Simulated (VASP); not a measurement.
Here is the system:

```yaml
crystal:
  lattice:
    - [1.79344, -3.10633, 0.00000]
    - [1.79344, 3.10633, 0.00000]
    - [0.00000, 0.00000, 4.86842]
  atoms:
    - { symbol: Pt, position: [0.00000, 0.00000, 0.00000] }
    - { symbol: S, position: [0.33333, 0.66667, 0.25079] }
    - { symbol: S, position: [0.66667, 0.33333, 0.74921] }
```

Level of theory: rev-vdW-DF2, VASP's PBE PAW potentials (set 64) (plane waves; VASP). Run with 520 eV cut-off, 8×8×5 Γ-centred mesh, tetrahedra with Blöchl corrections, potentials Pt S.

The cores are frozen, which limits the accuracy of field gradients.

Task: Give the principal components of the electric field gradient (V/Å²) and the asymmetry η at each nucleus.

Result: 
```csv
atom,Vxx,Vyy,Vzz,η
Pt1,-71.0,-71.0,142.0,0.00
S2,24.1,24.1,-48.2,0.00
S3,24.1,24.1,-48.2,0.00
```

The compound is PtS2 in the 1T layered structure. It was relaxed first.
